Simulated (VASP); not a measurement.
Input:

```xyz
4
Lattice="1.6682 0.9631 5.9036 -1.6682 0.9631 5.9036 0.0000 -1.9263 5.9036" Properties=species:S:1:pos:R:3 pbc="T T T"
Sr     0.0000     0.0000     0.0000
Hf     0.0000     0.0000     8.8554
N      0.0000     0.0000     4.1170
N      0.0000     0.0000    13.5938
```

Level of theory: r2SCAN meta-GGA, VASP's PBE PAW potentials (set 64) (plane waves; VASP). Numerical set-up: 520 eV cut-off, 7×7×7 Γ-centred mesh, Gaussian smearing of 0.050 eV, potentials Sr_sv Hf_pv N.

Q: Predict the energy per atom (σ→0).

A: 
```json
{
 "energy per atom (σ→0)": "-21.285 eV/atom"
}
```

Total energies compare only between runs with the same potentials, cut-off and functional.

The structure comes from a computed database's SrHfN2 entry (R-3m); how it stands against other phases isn't given here. It was relaxed first. The start is the result of an earlier pass.
